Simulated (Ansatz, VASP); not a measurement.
**MoS2: VASP beside Ansatz**

One calculation is typed for both programs; each brings its own data sets. How far apart do they land? The cell is taken from a series of runs on this material, whose earlier steps may have relaxed, scaled, displaced or heated it; both programs get it as it stands. Other levels of theory on this material are compared in a session of their own.

Calculated with Ansatz 0.2.0; plane waves, with VASP 6.6.1 beside it; PBEsol with D3(BJ).

## 1. Starting point

The cell holds 3 atoms: 1 Mo and 2 S. Cell: a = 3.117 Å, b = 3.117 Å, c = 30.080 Å, α = 90.0°, β = 90.0°, γ = 120.0°. Vacuum lies along c.

## 2. VASP: zone-centre phonons, PBEsol with D3(BJ)

Second derivatives magnify differences that forces hide, and they need a tight electronic threshold.

Lines of VASP's logs that name or quote its potential files are left out, and so is its time.

Contents of INCAR:

```
SYSTEM = MoS2
PREC = Accurate
ENCUT = 500
EDIFF = 1E-08
NELM = 120
ISMEAR = 0
SIGMA = 0.01
LREAL = .FALSE.
ALGO = Normal
GGA = PS
IVDW = 12
NBANDS = 19
LASPH = .TRUE.
LORBIT = 11
LWAVE = .FALSE.
LCHARG = .FALSE.
ISIF = 2
IBRION = 6
NFREE = 2
POTIM = 0.015
NSW = 1
GGA_COMPAT = .FALSE.
EFERMI = MIDGAP
NELMDL = -8
KPAR = 2
```

Contents of POSCAR:

```
MoS2
1.0
    3.1167956708      0.0000000000      0.0000000000
   -1.5583978354      2.6992242294      0.0000000000
    0.0000000000      0.0000000000     30.0799871200
Mo S
1 2
Direct
    0.3333333333      0.6666666667      0.3181517320
    0.6666666666      0.3333333334      0.2661552089
    0.6666666666      0.3333333334      0.3701482551
```

Contents of KPOINTS:

```
Automatic mesh
0
Gamma
9 9 1
0 0 0
```

Potentials, in the order of the species: Mo_sv and S (PBE family, release 64).

The run is started by

```sh
$ mpirun -np 2 vasp_std
```

Numbers of over 12 decimals in the logs are rounded to 6 here.

Log:

```text
[banner, memory and clock lines left out]
running    2 mpi-ranks, on    1 nodes
 distrk:  each k-point on    1 cores,    2 groups
 distr:  one band on    1 cores,    1 groups

 POSCAR found type information on POSCAR MoS
 POSCAR found :  2 types and       3 ions
|                                                                             |
|               ----> ADVICE to this user running VASP <----                  |
|                                                                             |
|     You enforced a specific xc type in the INCAR file but a different       |
|     [... a line on the potential file left out ...]
|     I HOPE YOU KNOW WHAT YOU ARE DOING!                                     |
|                                                                             |

 LDA part: xc-table for (Slater+PW92), standard interpolation
 POSCAR, INCAR and KPOINTS ok, starting setup
 FFT: planning ... GRIDC
 FFT: planning ... GRID_SOFT
 FFT: planning ... GRID
 WAVECAR not read
 entering main loop
       N       E                     dE             d eps       ncg     rms          rms(c)
DAV:   1     0.152544416866E+03    0.15254E+03   -0.12828E+04   648   0.100E+03
DAV:   2    -0.117452642009E+02   -0.16429E+03   -0.15811E+03   662   0.217E+02
DAV:   3    -0.247010004278E+02   -0.12956E+02   -0.12910E+02   626   0.575E+01
DAV:   4    -0.248495257454E+02   -0.14853E+00   -0.14811E+00   609   0.695E+00
DAV:   5    -0.248527139394E+02   -0.31882E-02   -0.31878E-02   622   0.957E-01
DAV:   6    -0.248528246840E+02   -0.11074E-03   -0.11074E-03   631   0.161E-01
DAV:   7    -0.248528297875E+02   -0.51035E-05   -0.51034E-05   622   0.303E-02
DAV:   8    -0.248528300545E+02   -0.26700E-06   -0.26699E-06   634   0.648E-03    0.267E+01
DAV:   9    -0.237774018366E+02    0.10754E+01   -0.93835E+00   503   0.196E+01    0.910E+00
DAV:  10    -0.236300610477E+02    0.14734E+00   -0.47517E+00   504   0.126E+01    0.622E+00
DAV:  11    -0.234226621658E+02    0.20740E+00   -0.10770E+00   516   0.646E+00    0.167E+00
DAV:  12    -0.234229696336E+02   -0.30747E-03   -0.42259E-02   559   0.125E+00    0.939E-01
DAV:  13    -0.234185046920E+02    0.44649E-02   -0.22182E-02   526   0.988E-01    0.133E-01
DAV:  14    -0.234182347654E+02    0.26993E-03   -0.80926E-04   518   0.200E-01    0.574E-02
[...]
DAV:  23    -0.234187993330E+02   -0.10062E-04   -0.32336E-07   481   0.169E-03    0.466E-04
DAV:  24    -0.234188037476E+02   -0.44147E-05   -0.11607E-07   542   0.779E-04    0.429E-04
DAV:  25    -0.234188056853E+02   -0.19377E-05   -0.29220E-08   478   0.369E-04    0.289E-04
DAV:  26    -0.234188065579E+02   -0.87256E-06   -0.80958E-09   464   0.335E-04    0.126E-04
DAV:  27    -0.234188067485E+02   -0.19056E-06   -0.60604E-13   407   0.975E-05    0.586E-05
DAV:  28    -0.234188068016E+02   -0.53147E-07    0.49952E-10   338   0.516E-05    0.429E-05
DAV:  29    -0.234188068196E+02   -0.17986E-07    0.59237E-10   337   0.387E-05    0.135E-05
DAV:  30    -0.234188068216E+02   -0.19509E-08    0.68668E-10   294   0.158E-05
   1 F= -.24168516E+02 E0= -.24168516E+02  d E =0.000000E+00
[... from here on, the cycles between the ionic steps are left out ...]
   2 F= -.24166086E+02 E0= -.24166086E+02  d E =0.000000E+00
   4 F= -.24164901E+02 E0= -.24164901E+02  d E =0.000000E+00
   5 F= -.24164900E+02 E0= -.24164900E+02  d E =0.000000E+00
   6 F= -.24167360E+02 E0= -.24167360E+02  d E =0.000000E+00
   7 F= -.24167360E+02 E0= -.24167360E+02  d E =0.000000E+00
   8 F= -.24166473E+02 E0= -.24166473E+02  d E =0.000000E+00
 Finite differences progress:
  Degree of freedom:   4/  4
  Displacement:        1/  2
  Total:               7/  8
 bond charge predicted
       N       E                     dE             d eps       ncg     rms          rms(c)
DAV:   1    -0.234150589864E+02    0.91029E-03   -0.97087E-01   459   0.457E+00    0.849E-01
DAV:   2    -0.234177238807E+02   -0.26649E-02   -0.34631E-02   534   0.107E+00    0.370E-01
DAV:   3    -0.234176577234E+02    0.66157E-04   -0.88936E-04   568   0.201E-01    0.206E-01
DAV:   4    -0.234176635511E+02   -0.58277E-05   -0.61451E-04   503   0.139E-01    0.741E-02
DAV:   5    -0.234176243108E+02    0.39240E-04   -0.31281E-04   512   0.104E-01    0.259E-02
DAV:   6    -0.234176202486E+02    0.40622E-05   -0.16481E-05   544   0.266E-02    0.148E-02
DAV:   7    -0.234176198502E+02    0.39847E-06   -0.26033E-06   560   0.894E-03    0.817E-03
DAV:   8    -0.234176197439E+02    0.10629E-06   -0.34990E-07   590   0.323E-03    0.383E-03
DAV:   9    -0.234176198579E+02   -0.11400E-06   -0.99081E-08   547   0.164E-03    0.616E-04
DAV:  10    -0.234176200712E+02   -0.21327E-06   -0.16211E-08   430   0.723E-04    0.329E-04
DAV:  11    -0.234176204855E+02   -0.41435E-06   -0.42468E-08   441   0.771E-04    0.209E-04
DAV:  12    -0.234176207598E+02   -0.27428E-06   -0.11882E-08   416   0.372E-04    0.146E-04
DAV:  13    -0.234176211865E+02   -0.42670E-06   -0.21275E-08   397   0.378E-04    0.776E-05
DAV:  14    -0.234176213105E+02   -0.12398E-06   -0.12857E-09   446   0.145E-04    0.659E-05
DAV:  15    -0.234176214819E+02   -0.17148E-06   -0.34134E-09   368   0.182E-04    0.436E-05
DAV:  16    -0.234176215064E+02   -0.24439E-07    0.44152E-10   382   0.627E-05    0.363E-05
DAV:  17    -0.234176215396E+02   -0.33212E-07    0.47884E-10   354   0.422E-05    0.131E-05
DAV:  18    -0.234176215651E+02   -0.25552E-07    0.49614E-10   357   0.355E-05    0.179E-05
DAV:  19    -0.234176215758E+02   -0.10621E-07    0.64271E-10   314   0.229E-05    0.524E-06
DAV:  20    -0.234176215799E+02   -0.41400E-08    0.69019E-10   312   0.152E-05
   9 F= -.24166532E+02 E0= -.24166532E+02  d E =0.000000E+00
 Finite differences progress:
  Degree of freedom:   4/  4
  Displacement:        2/  2
  Total:               8/  8
```

OUTCAR, selected parts (step 2):

```text
ion  position               nearest neighbor table
   1  0.333  0.667  0.318-   2 2.38   3 2.38   2 2.38   3 2.38   2 2.38   3 2.38
   2  0.667  0.333  0.266-   1 2.38   1 2.38   1 2.38
   3  0.667  0.333  0.370-   1 2.38   1 2.38   1 2.38

  LATTYP: Found a hexagonal cell.
 ALAT       =     3.1167956708
 C/A-ratio  =     9.6509332972

 Subroutine GETGRP returns: Found 12 space group operations
 (whereof  6 operations were pure point group operations)

The static configuration has the point symmetry C_3v.
 The point group associated with its full space group is D_3h.

 Found     12 irreducible k-points:

   k-points           NKPTS =     12   k-points in BZ     NKDIM =     12   number of bands    NBANDS=     19

   dimension x,y,z NGX =    24 NGY =   24 NGZ =  224
   dimension x,y,z NGXF=    48 NGYF=   48 NGZF=  448

   ENCUT  =  500.0 eV  36.75 Ry    6.06 a.u.   5.68  5.68 54.84*2*pi/ulx,y,z

   NELECT =      26.0000    total number of electrons

 k-points in reciprocal lattice and weights: Automatic mesh
   0.00000000  0.00000000  0.00000000       0.012
   0.11111111  0.00000000  0.00000000       0.074
   0.22222222  0.00000000  0.00000000       0.074
   0.33333333  0.00000000  0.00000000       0.074
   0.44444444  0.00000000  0.00000000       0.074
   0.11111111  0.11111111  0.00000000       0.074
   0.22222222  0.11111111  0.00000000       0.148
   0.33333333  0.11111111  0.00000000       0.148
   0.44444444  0.11111111  0.00000000       0.074
   0.22222222  0.22222222  0.00000000       0.074
   0.33333333  0.22222222  0.00000000       0.148
   0.33333333  0.33333333  0.00000000       0.025

 Edisp (eV)   -0.75050

 average (electrostatic) potential at core
       1 -84.4509       2 -94.4819       3 -94.4834

 E-fermi :  -2.2613

 k-point     1 :       0.0000    0.0000    0.0000
  band No.  band energies     occupation
    ...
      9      -5.7735      2.00000
     10      -5.1930      2.00000
     11      -4.6069      2.00000
     12      -4.6069      2.00000
     13      -3.4239      2.00000
     14      -0.2773      0.00000
     15      -0.2773      0.00000
     16      -0.0315      0.00000
     17      -0.0315      0.00000
     18       2.2647      0.00000
    ...

 k-point     2 :       0.1111    0.0000    0.0000
  band No.  band energies     occupation
    ...
      9      -5.8201      2.00000
     10      -5.5673      2.00000
     11      -4.9076      2.00000
     12      -4.3091      2.00000
     13      -3.4940      2.00000
     14      -0.5663      0.00000
     15      -0.4779      0.00000
     16      -0.2512      0.00000
     17       0.0471      0.00000
     18       2.5597      0.00000
    ...

 k-point     3 :       0.2222    0.0000    0.0000
  band No.  band energies     occupation
    ...
      9      -6.7276      2.00000
     10      -5.5183      2.00000
     11      -5.0274      2.00000
     12      -4.5102      2.00000
     13      -3.9130      2.00000
     14      -1.0673      0.00000
     15      -0.6474      0.00000
     16      -0.3136      0.00000
     17       0.6405      0.00000
     18       3.2587      0.00000
    ...

 Edisp (eV)   -0.74891

  Total      -0.16393    -0.16393    -0.48095    -0.00000     0.00000     0.00000
  in kB      -1.03788    -1.03788    -3.04498    -0.00000     0.00000     0.00000
  external pressure =       -1.71 kB  Pullay stress =        0.00 kB

  energy-cutoff  :      500.00
  volume of cell :      253.06
      direct lattice vectors                 reciprocal lattice vectors
     3.116795671  0.000000000  0.000000000     0.320842335  0.185238408  0.000000000
    -1.558397835  2.699224229  0.000000000     0.000000000  0.370476817  0.000000000
     0.000000000  0.000000000 30.079987120     0.000000000  0.000000000  0.033244695

 POSITION                                       TOTAL-FORCE (eV/Angst)
 -----------------------------------------------------------------------------------
     -0.00000      1.79948      9.57000        -0.000000      0.000000     -0.236849
      1.55840      0.89974      7.99095         0.000000     -0.000000      0.263046
      1.55840      0.89974     11.13405        -0.000000     -0.000000     -0.026197
 -----------------------------------------------------------------------------------
    total drift:                                0.000001     -0.000000     -0.000050

  FREE ENERGIE OF THE ION-ELECTRON SYSTEM (eV)
  ---------------------------------------------------
  free  energy   TOTEN  =       -24.1665320234 eV

  energy  without entropy=      -24.1665320234  energy(sigma->0) =      -24.16653202

 Eigenvectors and eigenvalues of the dynamical matrix
 ----------------------------------------------------

   1 f  =   14.299226 THz    89.844689 2PiTHz  476.970851 cm-1    59.136822 meV
             X         Y         Z           dx          dy          dz
     -0.000000  1.799483  9.570000     0.000000   -0.000000   -0.632877
      1.558398  0.899741  8.005945    -0.000000    0.000000    0.547479
      1.558398  0.899741 11.134055    -0.000000    0.000000    0.547479

   2 f  =   12.263648 THz    77.054776 2PiTHz  409.071281 cm-1    50.718352 meV
             X         Y         Z           dx          dy          dz
     -0.000000  1.799483  9.570000     0.000000   -0.000000   -0.000000
      1.558398  0.899741  8.005945    -0.000000    0.000000    0.707107
      1.558398  0.899741 11.134055    -0.000000   -0.000000   -0.707107

   3 f  =   11.712697 THz    73.593044 2PiTHz  390.693507 cm-1    48.439799 meV
             X         Y         Z           dx          dy          dz
     -0.000000  1.799483  9.570000    -0.000000   -0.633140    0.000000
      1.558398  0.899741  8.005945     0.000000    0.547327   -0.000000
      1.558398  0.899741 11.134055     0.000000    0.547327   -0.000000

   4 f  =   11.712697 THz    73.593044 2PiTHz  390.693507 cm-1    48.439799 meV
             X         Y         Z           dx          dy          dz
     -0.000000  1.799483  9.570000    -0.633140    0.000000   -0.000000
      1.558398  0.899741  8.005945     0.547327   -0.000000    0.000000
      1.558398  0.899741 11.134055     0.547327   -0.000000   -0.000000

   5 f  =    8.638416 THz    54.276771 2PiTHz  288.146556 cm-1    35.725604 meV
             X         Y         Z           dx          dy          dz
     -0.000000  1.799483  9.570000    -0.000000   -0.000000    0.000000
      1.558398  0.899741  8.005945    -0.000005    0.707107    0.000000
      1.558398  0.899741 11.134055     0.000005   -0.707107    0.000000

   6 f  =    8.638416 THz    54.276771 2PiTHz  288.146556 cm-1    35.725604 meV
             X         Y         Z           dx          dy          dz
     -0.000000  1.799483  9.570000    -0.000000   -0.000000    0.000000
      1.558398  0.899741  8.005945     0.707107    0.000005   -0.000000
      1.558398  0.899741 11.134055    -0.707107   -0.000005    0.000000

   7 f/i=    0.001629 THz     0.010237 2PiTHz    0.054346 cm-1     0.006738 meV
             X         Y         Z           dx          dy          dz
     -0.000000  1.799483  9.570000     0.000000    0.000000   -0.774253
      1.558398  0.899741  8.005945     0.000000    0.000000   -0.447511
      1.558398  0.899741 11.134055     0.000000    0.000000   -0.447511

   8 f/i=    0.002643 THz     0.016604 2PiTHz    0.088149 cm-1     0.010929 meV
             X         Y         Z           dx          dy          dz
     -0.000000  1.799483  9.570000    -0.319227    0.705144    0.000000
      1.558398  0.899741  8.005945    -0.184638    0.407850    0.000000
      1.558398  0.899741 11.134055    -0.184638    0.407850    0.000000

   9 f/i=    0.002643 THz     0.016604 2PiTHz    0.088149 cm-1     0.010929 meV
             X         Y         Z           dx          dy          dz
     -0.000000  1.799483  9.570000    -0.705144   -0.319227   -0.000000
      1.558398  0.899741  8.005945    -0.407850   -0.184638   -0.000000
      1.558398  0.899741 11.134055    -0.407850   -0.184638   -0.000000

 ELASTIC MODULI CONTR FROM IONIC RELAXATION (kBar)
 Direction    XX          YY          ZZ          XY          YZ          ZX
 --------------------------------------------------------------------------------
 XX         -90.9597    -60.8509   -215.5521     -0.0000     -0.0000      0.0000
 YY         -60.8509    -90.9597   -215.5521      0.0000     -0.0000      0.0000
 ZZ        -215.5521   -215.5521   -612.1140     -0.0000     -0.0000      0.0000
 XY          -0.0000      0.0000     -0.0000    -15.0544     -0.0000      0.0000
 YZ          -0.0000     -0.0000     -0.0000     -0.0000   -304.2426      0.0000
 ZX           0.0000      0.0000      0.0000     -0.0000      0.0000   -304.2424
 --------------------------------------------------------------------------------

 total charge
# of ion       s       p       d       tot
------------------------------------------
    1        2.301   6.235   4.003  12.540
    2        1.358   2.331   0.000   3.688
    3        1.358   2.331   0.000   3.688
--------------------------------------------------
tot          5.017  10.897   4.003  19.917

[... 3 further parts left out ...]
```

CONTCAR:

```
MoS2
   1.00000000000000
     3.1167956708000002    0.0000000000000000    0.0000000000000000
    -1.5583978354000001    2.6992242294000000    0.0000000000000000
     0.0000000000000000    0.0000000000000000   30.0799871199999984
  Mo              S
     1     2
Direct
     0.3333333332999970    0.6666666667000030    0.3181517319999969
     0.6666666666000012    0.3333333333999988    0.2656565384737102
     0.6666666666000012    0.3333333333999988    0.3701482550999984
```

Levels, forces or a CONTCAR printed for this step are those of its last displaced cell, not of the structure at rest.

(Part 1 of 2 ends here.)

[Lines on the potential files, build, host, timing and source positions are cut from VASP's logs without a mark.]

[Logs are printed without paths, hosts, clocks, repeated set-up lines and the standing remarks that a program may print on its own settings, such as how far it seeks lower states.]

[Hosts, paths, dates, database ids (printed as entryN), source tags and the programs' standing remarks are cut or masked in the printed files.]
